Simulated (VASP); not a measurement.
Input:

```yaml
crystal:
  lattice:
    - [0.00000, 2.91720, 2.91720]
    - [2.91720, 0.00000, 2.91720]
    - [2.91720, 2.91720, 0.00000]
  atoms:
    - { symbol: Li, position: [0.25000, 0.25000, 0.25000] }
    - { symbol: Li, position: [0.75000, 0.75000, 0.75000] }
    - { symbol: S, position: [0.00000, 0.00000, 0.00000] }
```

Computed with PBE GGA, VASP's PBE PAW potentials (set 64) (plane waves; VASP). Run with 520 eV cut-off, 6×6×6 Γ-centred mesh, second-order Methfessel-Paxton smearing of 0.20 eV, potentials Li_sv S.

### Question
Give the stress tensor in GPa (positive for a compressed cell).

### Answer

```
-2.47   0.00   0.00
 0.00  -2.47   0.00
 0.00   0.00  -2.47
```
The pressure is its mean diagonal, -2.47 GPa.

The compound is Li2S in the antifluorite structure. The cell was not relaxed at this level. The run is one of a series of settings (ISMEAR = 2, SIGMA = 0.2 against the base run), some of them coarse on purpose.
